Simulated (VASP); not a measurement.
Output of a VASP run:

### OSZICAR
```
       N       E                     dE             d eps       ncg     rms          rms(c)
DAV:   1     0.939292939669E+02    0.93929E+02   -0.73274E+03  1808   0.105E+03
DAV:   2    -0.139109208884E+02   -0.10784E+03   -0.10612E+03  1818   0.334E+02
DAV:   3    -0.201822504018E+02   -0.62713E+01   -0.60088E+01  2742   0.635E+01
DAV:   4    -0.203084074649E+02   -0.12616E+00   -0.12543E+00  2568   0.100E+01
DAV:   5    -0.203116522022E+02   -0.32447E-02   -0.32427E-02  2602   0.152E+00    0.837E+00
DAV:   6    -0.192846667281E+02    0.10270E+01   -0.47715E+00  2980   0.269E+01    0.270E+00
DAV:   7    -0.192684021427E+02    0.16265E-01   -0.12853E-01  2310   0.440E+00    0.619E-01
DAV:   8    -0.192616158653E+02    0.67863E-02   -0.13310E-02  3054   0.123E+00    0.292E-01
DAV:   9    -0.192597402619E+02    0.18756E-02   -0.16938E-03  2204   0.383E-01    0.125E-01
DAV:  10    -0.192591834720E+02    0.55679E-03   -0.48160E-04  2772   0.233E-01    0.701E-02
DAV:  11    -0.192590368427E+02    0.14663E-03   -0.94691E-05  2394   0.681E-02    0.320E-02
DAV:  12    -0.192589970206E+02    0.39822E-04   -0.32704E-05  2712   0.426E-02    0.175E-02
DAV:  13    -0.192589865045E+02    0.10516E-04   -0.83211E-06  2350   0.192E-02    0.870E-03
DAV:  14    -0.192589837166E+02    0.27879E-05   -0.24665E-06  1974   0.111E-02    0.471E-03
DAV:  15    -0.192589830025E+02    0.71410E-06   -0.72920E-07  1160   0.689E-03
   1 F= -.19258983E+02 E0= -.19258783E+02  d E =-.599983E-03
```

**OUTCAR**
```
------------------------ aborting loop because EDIFF is reached ----------------------------------------
  FORCE on cell =-STRESS in cart. coord.  units (eV):
  Direction    XX          YY          ZZ          XY          YZ          ZX
  --------------------------------------------------------------------------------------
  Total       -0.7999998     -0.3989411     -1.4240661      0.0000000      0.0000000      0.0000000
  in kB      -18.0719680     -9.0120651    -32.1696029      0.0000000      0.0000000      0.0000000
  external PRESSURE =     -19.7512120 kB  Pullay stress =       0.0000000 kB
  volume of cell :       70.92
      direct lattice vectors                 reciprocal lattice vectors
     4.138051000  0.000000000  0.000000000     0.241659661  0.000000000  0.000000000
     0.000000000  4.099991000  0.000000000     0.000000000  0.243902974  0.000000000
     0.000000000  0.000000000  4.180385000     0.000000000  0.000000000  0.239212417
 POSITION                                       TOTAL-FORCE (eV/Angst)
 -----------------------------------------------------------------------------------
      0.00000      0.00000      0.00000         0.361315      0.000000      0.000000
      0.00000      2.05000      2.09019         0.130960      0.000000      0.000000
      2.06903      0.00000      2.09019         0.014044      0.000000      0.000000
      2.15441      2.05000      0.00000        -0.506319      0.000000      0.000000
 -----------------------------------------------------------------------------------
    total drift:                               -0.000035     -0.000000     -0.000000
  FREE ENERGIE OF THE ION-ELECTRON SYSTEM (eV)
  ---------------------------------------------------
  free  energy   TOTEN  =       -19.2589830025 eV

  energy  without entropy=      -19.2583830197  energy(sigma->0) =      -19.25878301
```
(Selected blocks of OUTCAR.)

### POSCAR
```
Al3Sc
1
    4.1380510000     0.0000000000     0.0000000000
    0.0000000000     4.0999910000     0.0000000000
    0.0000000000     0.0000000000     4.1803850000
Sc Al
1 3
Direct
  0.0000000000   0.0000000000   0.0000000000
  0.0000000000   0.5000000000   0.5000000000
  0.5000000000   0.0000000000   0.5000000000
  0.5206350000   0.5000000000   0.0000000000
```

Task: Write an INCAR and KPOINTS that could have produced this output.

Result: This is not unique; one that fits is the input of the run itself, PBE GGA, plane waves, VASP's PBE PAW potentials (set 64).

INCAR:
```
# general
SYSTEM =Al3Sc
PREC   =Accurate
ENCUT  =400
LREAL  =.FALSE.   # projection in real space or not
LASPH  =.TRUE.

# electronic loop
EDIFF  =1E-6
NELM   =100   # most electronic steps
ALGO   =Normal
IMIX   =1
AMIX   =1.0
BMIX   =3.0
LMAXMIX=4

# smearing
ISMEAR =1
SIGMA  =0.1   # width (eV)

# functional
GGA    =PE   # PBE

# ions
ISIF   =2

# output
LWAVE  =.FALSE.
LCHARG =.FALSE.
```

File KPOINTS:
```
Automatic mesh
0
Gamma
7 7 7
0 0 0
```

POTCAR, in this order: Sc_sv Al (PBE.64 set). Program: vasp_std.

The compound is Al3Sc in the L1_2 structure. The cell was not relaxed at this level, atoms are displaced from their ideal sites. The run is one of a series of settings (AMIX = 1.0, BMIX = 3.0, IMIX = 1 against the base run), some of them coarse on purpose.
